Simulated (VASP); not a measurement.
Here is the system:

```yaml
crystal:
  lattice:
    - [0.00000, 3.11100, 3.11100]
    - [3.11100, 0.00000, 3.11100]
    - [3.11100, 3.11100, 0.00000]
  atoms:
    - { symbol: Ga, position: [0.00000, 0.00000, 0.00000] }
    - { symbol: Sb, position: [0.25000, 0.25000, 0.25000] }
```

Level of theory: PBE GGA, VASP's PBE PAW potentials (set 64) (plane waves; VASP). Run with 400 eV cut-off, 6×6×6 Monkhorst-Pack mesh, Gaussian smearing of 0.050 eV, potentials Ga_d Sb.

Problem. Predict the energy per atom (σ→0).

Solution. 
* **energy per atom (σ→0)**: -355.6 kJ/mol of atoms

Total energies compare only between runs with the same potentials, cut-off and functional.

The compound is GaSb in the zinc blende structure. The cell was not relaxed at this level. The run is one of a series of settings (KPOINTS 6×6×6 Monkhorst-Pack mesh against the base run), some of them coarse on purpose.
